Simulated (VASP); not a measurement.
These are SCAN meta-GGA, VASP's PBE PAW potentials (set 64) (plane waves; VASP 6.6.1) values and carry that method's errors.

A VASP calculation is set up with these files.

INCAR:
```
! general
SYSTEM  = Mg
PREC    = Accurate
ENCUT   = 520
LREAL   = .False.
LASPH   = .True.

! electronic loop
EDIFF   = 1E-7
NELM    = 100
ALGO    = Normal
LMIXTAU = .True.

! smearing
ISMEAR  = 1
SIGMA   = 0.1

! functional
METAGGA = SCAN

! ions
IBRION  = 2
NSW     = 30
ISIF    = 4
EDIFFG  = -0.01

! output
LWAVE   = .False.
LCHARG  = .False.
```

POSCAR:
```
Mg
1.0
  1.6093346779  -2.7874498770   0.0000000000
  1.6093346779   2.7874498770   0.0000000000
  0.0000000000   0.0000000000   5.1467303504
Mg
2
direct
  0.3333330000   0.6666670000   0.2500000000
  0.6666670000   0.3333330000   0.7500000000
```

File KPOINTS:
```
kpoints
0
gamma
  13 13 7
0 0 0
```

POTCAR, in this order: Mg (PBE.64 set). Program: vasp_std.

Task: What will the output report for the number of irreducible k-points (NKPTS), largest plane-wave count, number of space-group operations, FFT grid (NGX, NGY, NGZ)?

Result: 
```yaml
number of irreducible k-points (NKPTS): 84
largest_plane_wave_count: 1263
number_of_space_group_operations: 24
FFT grid (NGX, NGY, NGZ): 24 × 24 × 40
```

The compound is Mg in the hcp structure. This cell is one point of a volume scan, at 1.03 of the reference volume. Symmetry was kept, so distortions that lower it aren't found.
